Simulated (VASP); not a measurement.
VASP runs on ZrN (space group Fm-3m) share one base input (PBE GGA, plane waves, VASP's PBE PAW potentials (set 64)) and change the settings named in each case.

**POSCAR**
```
ZrN
1
    0.0000000000     2.2900000000     2.2900000000
    2.2900000000     0.0000000000     2.2900000000
    2.2900000000     2.2900000000     0.0000000000
Zr N
1 1
Direct
  0.0000000000   0.0000000000   0.0000000000
  0.5000000000   0.5000000000   0.5000000000
```

### INCAR
```
SYSTEM = ZrN
PREC = Accurate
ENCUT = 400
EDIFF = 1E-6
NELM = 100
ALGO = Normal
LREAL = .FALSE.
LASPH = .TRUE.
ISMEAR = -1
SIGMA = 0.1
GGA = PE
LMAXMIX = 4
LWAVE = .FALSE.
LCHARG = .FALSE.
ISIF = 2
```

**KPOINTS**
```
K-points
0
Gamma
 12 12 12
```

POTCAR, in this order: Zr_sv N (PBE.64 set). Program: vasp_std.

```
change                                                                                                              E(σ→0) (eV/atom)  pressure (GPa)  −TS (eV)
------------------------------------------------------------------------------------------------------------------  ----------------  --------------  --------
base run                                                                                                                    -10.1883           -0.25   -0.0176
GGA removed, POTCAR Zr_sv N (LDA.64 set)                                                                                    -11.2021          -11.85   -0.0175
GGA_COMPAT = .FALSE., LNONCOLLINEAR = .TRUE., LSORBIT = .TRUE., MAGMOM = 0.0 0.0 0.0 0.0 0.0 0.0, program vasp_ncl          -10.2225           -0.26   -0.0177
KPOINTS 1×1×1 Γ-centred mesh                                                                                                 -1.2730           96.09   -0.6294
LDAU = .TRUE., LDAUJ = 0 0, LDAUL = 2 -1, LDAUTYPE = 2, LDAUU = 7.0 0                                                        -7.8844           21.27   -0.0188
```
 Energies of different potentials or functionals have different zeros.  At 400 eV the pressure can carry a Pulay error.

Left out are runs that ran out of time, are held back, or changed the cell or the kind of run, fixed moments of cells without a moment, rows past the twelfth, gaps on odd meshes, pressures of charged cells and columns that move by less than the noise.

The structure is a typed ZrN crystal. The cell was not relaxed at this level.
